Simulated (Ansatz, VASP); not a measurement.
# PtS2 in two plane-wave programs

Aim: how closely do two programs agree when they are given the same cell, functional and k mesh? The cell is taken from a series of runs on this material, whose earlier steps may have relaxed, scaled, displaced or heated it; both programs get it as it stands.

Program: Ansatz 0.2.0. Level of theory: plane waves, with VASP 6.6.1 beside it; zone-centre phonons at PBE with D3(BJ). Results are calculated unless marked as measured.

## 1. The structure

Symmetry: P-3m1, No. 164, trigonal system. Conventional cell: a = 3.587 Å, b = 3.587 Å, c = 4.617 Å, α = 90.00°, β = 90.00°, γ = 120.00°. Nearest to S lie 3 Pt at 2.39 Å. Pt has 6 S at 2.39 Å nearest. Farther neighbours and most contacts between anions are not listed.

## 2. VASP: zone-centre phonons, PBE with D3(BJ)

Second derivatives magnify differences that forces hide, and they need a tight electronic threshold.

Lines of VASP's logs that name or quote its potential files are left out, and so is its time.

Input file INCAR:

```
SYSTEM = PtS2
PREC = Accurate
ENCUT = 500
EDIFF = 1E-08
NELM = 120
ISMEAR = 0
SIGMA = 0.01
LREAL = .FALSE.
ALGO = Normal
GGA = PE
IVDW = 12
NBANDS = 17
LASPH = .TRUE.
LORBIT = 11
LWAVE = .FALSE.
LCHARG = .FALSE.
ISIF = 2
IBRION = 6
NFREE = 2
POTIM = 0.015
NSW = 1
GGA_COMPAT = .FALSE.
KPAR = 2
```

Input file POSCAR:

```
PtS2
1.0
    3.5869462764      0.0000000000      0.0000000000
   -1.7934731382      3.1063865974      0.0000000000
    0.0000000000      0.0000000000      4.6172639401
S Pt
2 1
Direct
    0.3333333336      0.6666666664      0.2605101757
    0.6666666664      0.3333333336      0.7394898243
    0.0000000000      0.0000000000      0.0000000000
```

Input file KPOINTS:

```
Automatic mesh
0
Gamma
12 12 8
0 0 0
```

PAW data sets: S and Pt (PBE family, release 64).

The run is started by

```bash
> mpirun -np 2 vasp_std
```

Numbers of over 12 decimals in the logs are rounded to 6 here.

The log of the run:

```text
[banner, memory and clock lines left out]
running    2 mpi-ranks, on    1 nodes
 distrk:  each k-point on    1 cores,    2 groups
 distr:  one band on    1 cores,    1 groups

 POSCAR found type information on POSCAR S Pt
 POSCAR found :  2 types and       3 ions
 LDA part: xc-table for (Slater+PW92), standard interpolation
 POSCAR, INCAR and KPOINTS ok, starting setup
 FFT: planning ... GRIDC
 FFT: planning ... GRID_SOFT
 FFT: planning ... GRID
 WAVECAR not read
 entering main loop
       N       E                     dE             d eps       ncg     rms          rms(c)
DAV:   1     0.108602712249E+03    0.10860E+03   -0.10371E+04  4550   0.112E+03
DAV:   2    -0.118352287443E+02   -0.12044E+03   -0.11697E+03  5684   0.226E+02
DAV:   3    -0.165446956997E+02   -0.47095E+01   -0.46825E+01  5595   0.465E+01
DAV:   4    -0.165905495117E+02   -0.45854E-01   -0.45832E-01  5992   0.504E+00
DAV:   5    -0.165912228677E+02   -0.67336E-03   -0.67330E-03  5750   0.588E-01    0.180E+01
DAV:   6    -0.155799841934E+02    0.10112E+01   -0.69478E+00  4519   0.255E+01    0.126E+01
DAV:   7    -0.153210213161E+02    0.25896E+00   -0.13081E+00  4545   0.117E+01    0.589E+00
DAV:   8    -0.153067440314E+02    0.14277E-01   -0.69926E-02  5169   0.188E+00    0.134E+00
DAV:   9    -0.153034157361E+02    0.33283E-02   -0.95790E-03  5539   0.101E+00    0.229E-01
DAV:  10    -0.153035723724E+02   -0.15664E-03   -0.12989E-03  5559   0.243E-01    0.923E-02
DAV:  11    -0.153036216030E+02   -0.49231E-04   -0.58268E-05  5439   0.664E-02    0.395E-02
DAV:  12    -0.153036230371E+02   -0.14340E-05   -0.12667E-05  5605   0.329E-02    0.687E-03
DAV:  13    -0.153036239745E+02   -0.93738E-06   -0.85752E-07  5498   0.722E-03    0.351E-03
DAV:  14    -0.153036240246E+02   -0.50104E-07   -0.18823E-07  5591   0.345E-03    0.730E-04
DAV:  15    -0.153036239977E+02    0.26884E-07   -0.81439E-09  4525   0.753E-04    0.232E-04
DAV:  16    -0.153036239825E+02    0.15179E-07   -0.17986E-09  2676   0.339E-04    0.652E-05
DAV:  17    -0.153036239845E+02   -0.20354E-08   -0.20864E-10  2454   0.114E-04
   1 F= -.16669251E+02 E0= -.16669239E+02  d E =-.227782E-04
[... from here on, the cycles between the ionic steps are left out ...]
   2 F= -.16668239E+02 E0= -.16668230E+02  d E =-.165235E-04
   3 F= -.16668239E+02 E0= -.16668230E+02  d E =-.165265E-04
   4 F= -.16667393E+02 E0= -.16667382E+02  d E =-.220136E-04
   5 F= -.16668646E+02 E0= -.16668643E+02  d E =-.477216E-05
   6 F= -.16667421E+02 E0= -.16667410E+02  d E =-.224721E-04
   7 F= -.16667421E+02 E0= -.16667410E+02  d E =-.224724E-04
   8 F= -.16667203E+02 E0= -.16667191E+02  d E =-.228359E-04
 Finite differences progress:
  Degree of freedom:   4/  4
  Displacement:        1/  2
  Total:               7/  8
 bond charge predicted
       N       E                     dE             d eps       ncg     rms          rms(c)
DAV:   1    -0.152958637826E+02    0.57132E-02   -0.48164E+00  4472   0.115E+01    0.555E-01
DAV:   2    -0.153023659753E+02   -0.65022E-02   -0.67356E-02  5458   0.185E+00    0.242E-01
DAV:   3    -0.153017448827E+02    0.62109E-03   -0.17926E-03  5623   0.281E-01    0.143E-01
DAV:   4    -0.153015698614E+02    0.17502E-03   -0.94783E-04  5273   0.168E-01    0.438E-02
DAV:   5    -0.153015797050E+02   -0.98436E-05   -0.42369E-05  5446   0.443E-02    0.167E-02
DAV:   6    -0.153015769469E+02    0.27581E-05   -0.11659E-05  5256   0.232E-02    0.725E-03
DAV:   7    -0.153015769922E+02   -0.45252E-07   -0.33405E-06  5665   0.115E-02    0.367E-03
DAV:   8    -0.153015769548E+02    0.37358E-07   -0.46764E-07  4893   0.409E-03    0.629E-04
DAV:   9    -0.153015769610E+02   -0.62423E-08   -0.11183E-08  4405   0.809E-04
   9 F= -.16667203E+02 E0= -.16667191E+02  d E =-.228360E-04
 Finite differences progress:
  Degree of freedom:   4/  4
  Displacement:        2/  2
  Total:               8/  8
```

Parts of OUTCAR (step 2):

```text
ion  position               nearest neighbor table
   1  0.333  0.667  0.261-   3 2.39   3 2.39   3 2.39
   2  0.667  0.333  0.739-   3 2.39   3 2.39   3 2.39
   3  0.000  0.000  0.000-   2 2.39   1 2.39   2 2.39   1 2.39   1 2.39   2 2.39

  LATTYP: Found a hexagonal cell.
 ALAT       =     3.5869462764
 C/A-ratio  =     1.2872408964

 Subroutine GETGRP returns: Found 12 space group operations
 (whereof 12 operations were pure point group operations)

The static configuration has the point symmetry D_3d.

 Found    131 irreducible k-points:

   k-points           NKPTS =    131   k-points in BZ     NKDIM =    131   number of bands    NBANDS=     17

   dimension x,y,z NGX =    28 NGY =   28 NGZ =   36
   dimension x,y,z NGXF=    56 NGYF=   56 NGZF=   72

   ENCUT  =  500.0 eV  36.75 Ry    6.06 a.u.   6.54  6.54  8.42*2*pi/ulx,y,z

   NELECT =      22.0000    total number of electrons

 k-points in reciprocal lattice and weights: Automatic mesh
   0.00000000  0.00000000  0.00000000       0.001
   0.08333333 -0.00000000  0.00000000       0.005
   0.16666667  0.00000000  0.00000000       0.005
   0.25000000  0.00000000  0.00000000       0.005
   0.33333333  0.00000000  0.00000000       0.005
   0.41666667  0.00000000  0.00000000       0.005
   0.50000000  0.00000000  0.00000000       0.003
   0.08333333  0.08333333  0.00000000       0.005
   0.16666667  0.08333333  0.00000000       0.010
[...]
0.33333333  0.25000000  0.50000000       0.010
   0.33333333  0.33333333  0.50000000       0.002

 Edisp (eV)   -1.36563

 average (electrostatic) potential at core
       1 -84.6391       2 -84.6783       3 -67.4791

 E-fermi :   8.1516

 k-point     1 :       0.0000    0.0000    0.0000
  band No.  band energies     occupation
    ...
      6       3.8337      2.00000
      7       3.8337      2.00000
      8       5.5869      2.00000
      9       6.4612      2.00000
     10       6.4612      2.00000
     11       8.1623      0.13229
     12       9.1714      0.00000
     13       9.1714      0.00000
     14      11.6124      0.00000
     15      13.0808      0.00000
    ...

 k-point     2 :       0.0833   -0.0000    0.0000
  band No.  band energies     occupation
    ...
      7       3.7645      2.00000
      8       5.3469      2.00000
      9       6.3396      2.00000
     10       6.4157      2.00000
     11       7.8432      2.00000
     12       9.2087      0.00000
     13       9.2446      0.00000
     14      12.1089      0.00000
     15      13.4261      0.00000
     16      15.2367      0.00000
    ...

 k-point     3 :       0.1667    0.0000    0.0000
  band No.  band energies     occupation
    ...
      7       3.6094      2.00000
      8       4.8148      2.00000
      9       6.1246      2.00000
     10       6.2262      2.00000
     11       7.2063      2.00000
     12       9.3683      0.00000
     13       9.3988      0.00000
     14      12.9953      0.00000
     15      14.0266      0.00000
     16      15.2509      0.00000
    ...

 Edisp (eV)   -1.36563

  Total      -0.16724    -0.16724     0.00577    -0.00000     0.00000     0.00000
  in kB      -5.20811    -5.20811     0.17972    -0.00000     0.00000     0.00000
  external pressure =       -3.41 kB  Pullay stress =        0.00 kB

  energy-cutoff  :      500.00
  volume of cell :       51.45
      direct lattice vectors                 reciprocal lattice vectors
     3.586946276  0.000000000  0.000000000     0.278788675  0.160958717  0.000000000
    -1.793473138  3.106386597  0.000000000     0.000000000  0.321917433  0.000000000
     0.000000000  0.000000000  4.617263940     0.000000000  0.000000000  0.216578479

 POSITION                                       TOTAL-FORCE (eV/Angst)
 -----------------------------------------------------------------------------------
      0.00000      2.07092      1.20284         0.000000     -0.000000     -0.175898
      1.79347      1.03546      3.41442        -0.000000     -0.000000     -0.097178
      0.00000      0.00000     -0.01500         0.000000      0.000000      0.273076
 -----------------------------------------------------------------------------------
    total drift:                                0.000000     -0.000000     -0.000133

  FREE ENERGIE OF THE ION-ELECTRON SYSTEM (eV)
  ---------------------------------------------------
  free  energy   TOTEN  =       -16.6672025147 eV

  energy  without entropy=      -16.6671796787  energy(sigma->0) =      -16.66719110

 Eigenvectors and eigenvalues of the dynamical matrix
 ----------------------------------------------------

   1 f  =    9.880356 THz    62.080105 2PiTHz  329.573187 cm-1    40.861849 meV
             X         Y         Z           dx          dy          dz
      0.000000  2.070924  1.202844     0.000000   -0.000000    0.707107
      1.793473  1.035462  3.414420     0.000000   -0.000000   -0.707107
      0.000000  0.000000  0.000000     0.000000    0.000000    0.000000

   2 f  =    9.604218 THz    60.345084 2PiTHz  320.362244 cm-1    39.719838 meV
             X         Y         Z           dx          dy          dz
      0.000000  2.070924  1.202844    -0.000000    0.000000   -0.613480
      1.793473  1.035462  3.414420    -0.000000    0.000000   -0.613480
      0.000000  0.000000  0.000000    -0.000000   -0.000000    0.497277

   3 f  =    9.076859 THz    57.031589 2PiTHz  302.771438 cm-1    37.538857 meV
             X         Y         Z           dx          dy          dz
      0.000000  2.070924  1.202844    -0.000000    0.613445    0.000000
      1.793473  1.035462  3.414420    -0.000000    0.613445   -0.000000
      0.000000  0.000000  0.000000     0.000000   -0.497363   -0.000000

   4 f  =    9.076859 THz    57.031589 2PiTHz  302.771438 cm-1    37.538857 meV
             X         Y         Z           dx          dy          dz
      0.000000  2.070924  1.202844    -0.613445    0.000000    0.000000
      1.793473  1.035462  3.414420    -0.613445   -0.000000   -0.000000
      0.000000  0.000000  0.000000     0.497363    0.000000    0.000000

   5 f  =    8.700563 THz    54.667251 2PiTHz  290.219552 cm-1    35.982622 meV
             X         Y         Z           dx          dy          dz
      0.000000  2.070924  1.202844    -0.000000   -0.707107    0.000000
      1.793473  1.035462  3.414420    -0.000000    0.707107   -0.000000
      0.000000  0.000000  0.000000     0.000000   -0.000000    0.000000

   6 f  =    8.700563 THz    54.667251 2PiTHz  290.219552 cm-1    35.982622 meV
             X         Y         Z           dx          dy          dz
      0.000000  2.070924  1.202844     0.707107    0.000000   -0.000000
      1.793473  1.035462  3.414420    -0.707107   -0.000000    0.000000
      0.000000  0.000000  0.000000    -0.000000   -0.000000    0.000000

   7 f/i=    0.000434 THz     0.002726 2PiTHz    0.014472 cm-1     0.001794 meV
             X         Y         Z           dx          dy          dz
      0.000000  2.070924  1.202844     0.172610    0.306416    0.000000
      1.793473  1.035462  3.414420     0.172610    0.306416    0.000000
      0.000000  0.000000  0.000000     0.425793    0.755864    0.000000

   8 f/i=    0.000434 THz     0.002726 2PiTHz    0.014472 cm-1     0.001794 meV
             X         Y         Z           dx          dy          dz
      0.000000  2.070924  1.202844    -0.306416    0.172610    0.000000
      1.793473  1.035462  3.414420    -0.306416    0.172610    0.000000
      0.000000  0.000000  0.000000    -0.755864    0.425793    0.000000

   9 f/i=    0.001412 THz     0.008873 2PiTHz    0.047103 cm-1     0.005840 meV
             X         Y         Z           dx          dy          dz
      0.000000  2.070924  1.202844     0.000000   -0.000000    0.351628
      1.793473  1.035462  3.414420     0.000000   -0.000000    0.351628
      0.000000  0.000000  0.000000     0.000000   -0.000000    0.867592

 ELASTIC MODULI CONTR FROM IONIC RELAXATION (kBar)
 Direction    XX          YY          ZZ          XY          YZ          ZX
 --------------------------------------------------------------------------------
 XX        -659.8896   -407.6876   -672.7091     -0.0000    267.0018      0.0000
 YY        -407.6876   -659.8896   -672.7091     -0.0000   -267.0018      0.0000
 ZZ        -672.7091   -672.7091   -847.7843     -0.0000      0.0000      0.0000
 XY          -0.0000     -0.0000     -0.0000   -126.1010     -0.0000    267.0026
 YZ         267.0018   -267.0018      0.0000     -0.0000   -565.3402      0.0000
 ZX           0.0000      0.0000      0.0000    267.0026      0.0000   -565.3434
 --------------------------------------------------------------------------------

 total charge
# of ion       s       p       d       tot
------------------------------------------
    1        1.367   2.260   0.000   3.627
    2        1.367   2.260   0.000   3.627
    3        0.694   0.771   7.984   9.448
--------------------------------------------------
tot          3.429   5.290   7.984  16.703

[... 3 further parts left out ...]
```

Levels, forces or a CONTCAR printed for this step are those of its last displaced cell, not of the structure at rest.

[end of part 1 of 2]

[Lines on the potential files, build, host, timing and source positions are cut from VASP's logs without a mark.]

[Logs are printed without paths, hosts, clocks, repeated set-up lines and the standing remarks that a program may print on its own settings, such as how far it seeks lower states.]

[Hosts, paths, dates, database ids (printed as entryN), source tags and the programs' standing remarks are cut or masked in the printed files.]
